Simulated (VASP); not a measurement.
Computed with PBE GGA, VASP's PBE PAW potentials (set 64) (plane waves; VASP).

The input files of a VASP run:

**POSCAR**
```
NdAs
1
    4.6690390000     0.0000000000     0.0000000000
   -2.3345190000     4.0435060000     0.0000000000
    0.0000000000     0.0000000000     7.6468080000
Nd As
2 2
Direct
  0.6666670000   0.3333330000   0.0000000000
  0.3333330000   0.6666670000   0.5000000000
  0.6666670000   0.3333330000   0.6252000000
  0.3333330000   0.6666670000   0.1252000000
```

INCAR:
```
ALGO=Normal
EDIFF=1E-6
ENCUT=400
GGA=PE
ISIF=2
ISMEAR=0
ISYM=-1
LASPH=.TRUE.
LCHARG=.FALSE.
LMAXMIX=6
LREAL=.FALSE.
LWAVE=.FALSE.
NELM=100
PREC=Accurate
SIGMA=0.05
SYSTEM=NdAs
```

KPOINTS:
```
K-points
0
Gamma
  5 5 3
```

POTCAR, in this order: Nd_3 As (PBE.64 set). Program: vasp_std.

What VASP printed:

OUTCAR:
```
 ion  position               nearest neighbor table
   1  0.667  0.333  0.000-   4 2.86   4 2.86   4 2.86   3 2.87
   2  0.333  0.667  0.500-   3 2.86   3 2.86   3 2.86   4 2.87
   3  0.667  0.333  0.625-   2 2.86   2 2.86   2 2.86   1 2.87
   4  0.333  0.667  0.125-   1 2.86   1 2.86   1 2.86   2 2.87
 Subroutine IBZKPT returns following result:
 Found     75 irreducible k-points:

 Following reciprocal coordinates:
            Coordinates               Weight
  0.000000  0.000000  0.000000      1.000000
  0.200000  0.000000  0.000000      1.000000
  0.400000  0.000000  0.000000      1.000000
 -0.400000  0.000000  0.000000      1.000000
 -0.200000  0.000000  0.000000      1.000000
  0.000000  0.200000  0.000000      1.000000
  0.200000  0.200000  0.000000      1.000000
  0.400000  0.200000  0.000000      1.000000
 -0.400000  0.200000  0.000000      1.000000
 -0.200000  0.200000  0.000000      1.000000
  0.000000  0.400000  0.000000      1.000000
  0.200000  0.400000  0.000000      1.000000
  0.400000  0.400000  0.000000      1.000000
 -0.400000  0.400000  0.000000      1.000000
 -0.200000  0.400000  0.000000      1.000000
  0.000000 -0.400000  0.000000      1.000000
  0.200000 -0.400000  0.000000      1.000000
  0.400000 -0.400000  0.000000      1.000000
 -0.400000 -0.400000  0.000000      1.000000
 -0.200000 -0.400000  0.000000      1.000000
  0.000000 -0.200000  0.000000      1.000000
  0.200000 -0.200000  0.000000      1.000000
  0.400000 -0.200000  0.000000      1.000000
 -0.400000 -0.200000  0.000000      1.000000
 -0.200000 -0.200000  0.000000      1.000000
  0.000000  0.000000  0.333333      1.000000
  0.200000  0.000000  0.333333      1.000000
  0.400000  0.000000  0.333333      1.000000
 -0.400000  0.000000  0.333333      1.000000
 -0.200000  0.000000  0.333333      1.000000
  0.000000  0.200000  0.333333      1.000000
  0.200000  0.200000  0.333333      1.000000
  0.400000  0.200000  0.333333      1.000000
 -0.400000  0.200000  0.333333      1.000000
 -0.200000  0.200000  0.333333      1.000000
  0.000000  0.400000  0.333333      1.000000
  0.200000  0.400000  0.333333      1.000000
  0.400000  0.400000  0.333333      1.000000
 -0.400000  0.400000  0.333333      1.000000
 -0.200000  0.400000  0.333333      1.000000
   k-points           NKPTS =     75   k-points in BZ     NKDIM =     75   number of bands    NBANDS=     20
   number of dos      NEDOS =    301   number of ions     NIONS =      4
   total plane-waves  NPLWV =  45000
   dimension x,y,z NGX =    30 NGY =   30 NGZ =   50
   dimension x,y,z NGXF=    60 NGYF=   60 NGZF=  100
   ions per type =               2   2
   PREC   = accura    normal or accurate (medium, high low for compatibility)
   ISTART =      0    job   : 0-new  1-cont  2-samecut
   ICHARG =      2    charge: 1-file 2-atom 10-const
   ISPIN  =      1    spin polarized calculation?
   LNONCOLLINEAR =      F non collinear calculations
   LSORBIT =      F    spin-orbit coupling
   INIWAV =      1    electr: 0-lowe 1-rand  2-diag
   ENCUT  =  400.0 eV  29.40 Ry    5.42 a.u.   7.61  7.61 12.47*2*pi/ulx,y,z
   NELM   =    100;   NELMIN=  2; NELMDL= -5     # of ELM steps
   EDIFF  = 0.1E-05   stopping-criterion for ELM
   LREAL  =      F    real-space projection
   NLSPLINE    = F    spline interpolate recip. space projectors
   LMAXMIX     =    6 max onsite mixed and CHGCAR
   VOSKOWN=      0    Vosko Wilk Nusair interpolation
   EDIFFG = 0.1E-04   stopping-criterion for IOM
   NSW    =      0    number of steps for IOM
   NBLOCK =      1;   KBLOCK =      1    inner block; outer block
   IBRION =     -1    ionic relax: 0-MD 1-quasi-New 2-CG
   NFREE  =      0    steps in history (QN), initial steepest desc. (CG)
...
```

File OSZICAR:
```
       N       E                     dE             d eps       ncg     rms          rms(c)
DAV:   1     0.210065867928E+03    0.21007E+03   -0.12572E+04  3008   0.114E+03
DAV:   2    -0.645824469896E+01   -0.21652E+03   -0.20876E+03  3364   0.295E+02
DAV:   3    -0.233331800767E+02   -0.16875E+02   -0.16733E+02  5148   0.638E+01
DAV:   4    -0.242102557942E+02   -0.87708E+00   -0.87558E+00  4372   0.136E+01
DAV:   5    -0.242356762547E+02   -0.25420E-01   -0.25416E-01  4240   0.205E+00    0.800E+00
DAV:   6    -0.229847119996E+02    0.12510E+01   -0.34860E+00  3516   0.702E+00    0.449E+00
DAV:   7    -0.228940669959E+02    0.90645E-01   -0.10317E+00  4552   0.433E+00    0.144E+00
DAV:   8    -0.228930984099E+02    0.96859E-03   -0.13879E-01  4256   0.177E+00    0.397E-01
DAV:   9    -0.228940222296E+02   -0.92382E-03   -0.16457E-02  3760   0.625E-01    0.167E-01
DAV:  10    -0.228955402918E+02   -0.15181E-02   -0.20723E-03  4056   0.224E-01    0.327E-02
DAV:  11    -0.228956967445E+02   -0.15645E-03   -0.32847E-04  3592   0.965E-02    0.181E-02
DAV:  12    -0.228957038207E+02   -0.70762E-05   -0.42241E-05  4512   0.340E-02    0.590E-03
DAV:  13    -0.228957072140E+02   -0.33933E-05   -0.12018E-05  2940   0.173E-02    0.271E-03
DAV:  14    -0.228957071457E+02    0.68350E-07   -0.25992E-06  2992   0.780E-03
   1 F= -.22895707E+02 E0= -.22895707E+02  d E =-.481292E-17
```

OUTCAR:
```
------------------------ aborting loop because EDIFF is reached ----------------------------------------
  FORCE on cell =-STRESS in cart. coord.  units (eV):
  Direction    XX          YY          ZZ          XY          YZ          ZX
  --------------------------------------------------------------------------------------
  Total        1.6587926      1.6588791      0.1559347      0.0000615     -0.0000010      0.0000005
  in kB       18.4092842     18.4102441      1.7305638      0.0006826     -0.0000114      0.0000052
  external PRESSURE =      12.8500307 kB  Pullay stress =       0.0000000 kB
  volume of cell :      144.37
      direct lattice vectors                 reciprocal lattice vectors
     4.669039000  0.000000000  0.000000000     0.214176836  0.123655039  0.000000000
    -2.334519000  4.043506000  0.000000000     0.000000000  0.247310131  0.000000000
     0.000000000  0.000000000  7.646808000     0.000000000  0.000000000  0.130773520
 POSITION                                       TOTAL-FORCE (eV/Angst)
 -----------------------------------------------------------------------------------
      2.33452      1.34783      0.00000        -0.000029      0.000018      0.129961
     -0.00000      2.69567      3.82340         0.000031     -0.000019      0.129964
      2.33452      1.34783      4.78078        -0.000028      0.000018     -0.129955
     -0.00000      2.69567      0.95738         0.000026     -0.000017     -0.129971
 -----------------------------------------------------------------------------------
    total drift:                               -0.000000      0.000001      0.001294
  FREE ENERGIE OF THE ION-ELECTRON SYSTEM (eV)
  ---------------------------------------------------
  free  energy   TOTEN  =       -22.8957071457 eV

  energy  without entropy=      -22.8957071457  energy(sigma->0) =      -22.89570715
```
(Selected blocks of OUTCAR.)

The 4f electrons are frozen in the core of the lanthanide potential, so 4f levels, which can set the real gap, and their magnetism are missing.

The structure was generated: NdAs was put into the wurtzite type (P6_3mc), which need not be its known phase. The cell was not relaxed at this level. The run is one of a series of settings (ISYM = -1 against the base run), some of them coarse on purpose.
